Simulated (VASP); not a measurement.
Input:

```yaml
crystal:
  lattice:
    - [3.67585, 0.00000, 0.00000]
    - [-1.83793, 3.18338, 0.00000]
    - [0.00000, 0.00000, 12.33895]
  atoms:
    - { symbol: Sn, position: [0.33333, 0.66667, 0.62501] }
    - { symbol: Sn, position: [0.66667, 0.33333, 0.12501] }
    - { symbol: S, position: [0.66667, 0.33333, 0.74340] }
    - { symbol: S, position: [0.33333, 0.66667, 0.24340] }
    - { symbol: S, position: [0.00000, 0.00000, 0.00659] }
    - { symbol: S, position: [0.00000, 0.00000, 0.50659] }
```

Level of theory: LDA (Ceperley-Alder, Perdew-Zunger), VASP's LDA PAW potentials (set 64) (plane waves; VASP). Numerical set-up: 300 eV cut-off, 5×5×2 Γ-centred mesh, Gaussian smearing of 0.010 eV, potentials Sn_d S.

At this cut-off the stress carries a Pulay error, which pulls relaxed volumes low.

Question: What does the run give for the energy per atom (σ→0), pressure?

Answer: 
```
Item                           Result
---------------------  --------------
energy per atom (σ→0)  -5.001 eV/atom
pressure                    -2.48 GPa
```

Total energies compare only between runs with the same potentials, cut-off and functional.

The structure comes from a computed database's SnS2 entry (P6_3mc); how it stands against other phases isn't given here. The cell was not relaxed at this level.
